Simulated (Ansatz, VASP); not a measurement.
# CO2 (fluorite type (invented)) in two plane-wave programs, part 2 of 2

One calculation is typed for both programs; each brings its own data sets. How far apart do they land? The cell is generated by rule, not measured, and may not be a known phase. Of the first pair: The two relaxations start from unlike cells of this crystal (the structure described is Ansatz's start), so only their ends are compared.

VASP 6.6.1 and Ansatz 0.2.0.

So far: Set-up; VASP: relaxation of cell and atoms, LDA, pair 1; Ansatz: relaxation of cell and atoms, LDA, pair 1; Side by side.

### 5. VASP: relaxation of cell and atoms, LDA, pair 2

Level of this step: LDA; plane waves and PAW (C, O); invented cell (VASP).

The relaxed volume is the usual yardstick between codes: in a stiff, nearly cubic crystal its relative difference is about their pressure difference at one cell divided by the bulk modulus. Its start cell is another than that of the pair before, and may be another structure of the material.

The input, INCAR:

```
SYSTEM = CO2
PREC = Accurate
ENCUT = 600
EDIFF = 1E-07
NELM = 120
ISMEAR = 0
SIGMA = 0.1
LREAL = .FALSE.
ALGO = Normal
GGA = CA
NBANDS = 14
LORBIT = 11
LWAVE = .FALSE.
LCHARG = .FALSE.
ISIF = 3
IBRION = 2
NSW = 80
EDIFFG = -0.005
LASPH = .TRUE.
GGA_COMPAT = .FALSE.
NELMIN = 4
```

The input, POSCAR:

```
CO2
1.0
    0.0000000000      2.1884750000      2.1884750000
    2.1884750000      0.0000000000      2.1884750000
    2.1884750000      2.1884750000      0.0000000000
C O
1 2
Direct
    0.0000000000      0.0000000000      0.0000000000
    0.2500001142      0.2500001142      0.2500001142
    0.7500001142      0.7500001142      0.7500001142
```

The input, KPOINTS:

```
Automatic mesh
0
Gamma
16 16 16
0 0 0
```

Potentials, in the order of the species: C and O (LDA family, release 64).

On the command line:

```
> mpirun -np 1 vasp_std
```

Numbers of over 12 decimals in the logs are rounded to 6 here.

The program printed:

```text
[... set-up lines as in an earlier step ...]
 entering main loop
       N       E                     dE             d eps       ncg     rms          rms(c)
DAV:   1     0.574432193925E+02    0.57443E+02   -0.10017E+04  4068   0.128E+03
DAV:   2    -0.141792288979E+02   -0.71622E+02   -0.63537E+02  5158   0.240E+02
DAV:   3    -0.163222309034E+02   -0.21430E+01   -0.21315E+01  4570   0.406E+01
DAV:   4    -0.163295530141E+02   -0.73221E-02   -0.73219E-02  5368   0.273E+00
[...]
DAV:  11    -0.149673776660E+02   -0.71298E-06   -0.20938E-05  4906   0.377E-02    0.772E-03
DAV:  12    -0.149673763925E+02    0.12736E-05   -0.27936E-06  4642   0.140E-02    0.104E-03
DAV:  13    -0.149673764019E+02   -0.94410E-08   -0.16141E-07  3918   0.372E-03
   1 F= -.14967376E+02 E0= -.14962928E+02  d E =-.149674E+02
[...]
N       E                     dE             d eps       ncg     rms          rms(c)
DAV:   1    -0.149676777527E+02   -0.30136E-03   -0.64108E-03  4150   0.768E-01    0.134E-01
DAV:   2    -0.149674982024E+02    0.17955E-03   -0.68020E-04  4354   0.276E-01    0.636E-02
DAV:   3    -0.149674154495E+02    0.82753E-04   -0.74903E-05  4234   0.101E-01    0.267E-02
DAV:   4    -0.149674034465E+02    0.12003E-04   -0.48672E-05  4450   0.561E-02    0.320E-03
DAV:   5    -0.149674032541E+02    0.19245E-06   -0.36246E-07  4768   0.620E-03    0.170E-03
DAV:   6    -0.149674031901E+02    0.64020E-07   -0.11058E-07  2702   0.339E-03
   2 F= -.14967403E+02 E0= -.14962925E+02  d E =-.267882E-04
 trial-energy change:   -0.000027  1 .order   -0.000026   -0.000081    0.000028
 step:   0.7438(harm=  0.7438)  dis= 0.00000  next Energy=   -14.967406 (dE=-0.301E-04)
 reached required accuracy - stopping structural energy minimisation
```

From OUTCAR (step 5):

```text
  Total       -0.0140968     -0.0140968     -0.0140968      0.0000000      0.0000000     -0.0000000
  in kB       -1.0752766     -1.0752766     -1.0752766      0.0000000      0.0000000     -0.0000000
  external PRESSURE =      -1.0752766 kB  Pullay stress =       0.0000000 kB

 POSITION                                       TOTAL-FORCE (eV/Angst)
 -----------------------------------------------------------------------------------
      4.37983      2.18992      2.18992        -0.000000     -0.000000      0.000000
      1.09496      1.09496      1.09496        -0.000000     -0.000000     -0.000000
      3.28487      3.28487      3.28487         0.000000      0.000000      0.000000
 -----------------------------------------------------------------------------------
    total drift:                               -0.001133     -0.001133     -0.001133

  FREE ENERGIE OF THE ION-ELECTRON SYSTEM (eV)
  ---------------------------------------------------
  free  energy   TOTEN  =       -14.9674031901 eV

  energy  without entropy=      -14.9584469786  energy(sigma->0) =      -14.96292508

[... 1 part as in an earlier step ...]

[... 3 further parts left out ...]
[key lines of the parts left out:]
E-fermi :   5.7264
```

### 6. Ansatz: relaxation of cell and atoms, LDA, pair 2

The same cell, functional (in two slightly different forms), mesh and smearing now go to Ansatz, which takes its cutoff from its data sets.

The cell is taken from a series of runs on this material, whose earlier steps may have relaxed, scaled, displaced or heated it; both programs get it as it stands.

The input, input.yaml:

```yaml
crystal:
  lattice:
    - [0.0, 2.1884754706, 2.1884754706]
    - [2.1884754706, 0.0, 2.1884754706]
    - [2.1884754706, 2.1884754706, 0.0]
  atoms:
    - { symbol: C, position: [0.0, 0.0, 0.0] }
    - { symbol: O, position: [0.25, 0.25, 0.25] }
    - { symbol: O, position: [0.75, 0.75, 0.75] }
kpoints:
  mp_grid: { grid: [16, 16, 16] }
hamiltonian:
  xc: lda
scf:
  occupations: { method: gaussian, width: 0.1 }
output:
  forces: true
  stress: true
  eigenvalues: true
relax:
  adjacent_minimum: "off"
  f_tol: 0.005
  max_steps: 80
  cell: { stress_tol: 0.05 }
```

On the command line:

```
> ansatz run input.yaml --threads 2 --pin off --max-ram 5120MiB --backend cpu --events-out ev --progress --plain --runs-dir out
```

The program printed:

```text
[...]
Crystal: 3 atoms, lattice volume = 20.963 Å³
Basis set: ecut = 420 eV, 411 PW (Γ)
Bands: 12, of which v1, the nominal top of the filled ones, is band 8 counted from 1 (7 counted from 0)
Symmetry: 48 space group operations
[...]
k-points: 145 of 4096
[...]
k-point 144: bands = [... 4 lower, 4.0009, 4.0009, 8.9564, 9.1143, 9.3442, 13.3299, 13.7232, 13.7232]
--- Relaxed structure (3 steps of the walk, 3 accepted, 1 SCFs on fresh bases) ---
[...]
cell:  # Å, volume = 20.9856 Å³
    - [0, 2.189258, 2.189258]
    - [2.189258, 0, 2.189258]
    - [2.189258, 2.189258, 0]
  atoms:
    - { symbol: C, position: [0, 0, 0] }
    - { symbol: O, position: [0.250000, 0.250000, 0.250000] }
    - { symbol: O, position: [0.750000, 0.750000, 0.750000] }
[key lines of the parts left out:]
SCF converged after 7 iterations
Free energy (F): -1341.767412 eV
Fermi energy:    8.814483 eV
P = ⅓ Tr σ = 0.0162 GPa (0.162 kbar)
```

### 7. Comparison

Both answers:

```
                                         quantity  Ansatz   VASP  difference
                                      volume (Å³)   20.99  21.00     -0.09 %
edge a after relaxation, in the typed setting (Å)   3.096  3.097     -0.03 %
```

### 8. Results

```yaml
difference_in_volume_relaxation_of_cell_and_atoms_lda_pair_1: -0.17 %
difference_in_volume_relaxation_of_cell_and_atoms_lda_pair_2: -0.090 %
```

In words: The difference in volume is -0.17 % (relaxation of cell and atoms, LDA, pair 1), within the 1.2 % picked in this series as the mark of a large difference, as far as the stopping tolerances let one tell. Such differences can come from data sets, numerical settings and the points named under the comparisons, not from the functional's error against experiment.

[Lines on the potential files, build, host, timing and source positions are cut from VASP's logs without a mark.]

[Logs are printed without paths, hosts, clocks, repeated set-up lines and the standing remarks that a program may print on its own settings, such as how far it seeks lower states.]

[Hosts, paths, dates, database ids (printed as entryN), source tags and the programs' standing remarks are cut or masked in the printed files.]
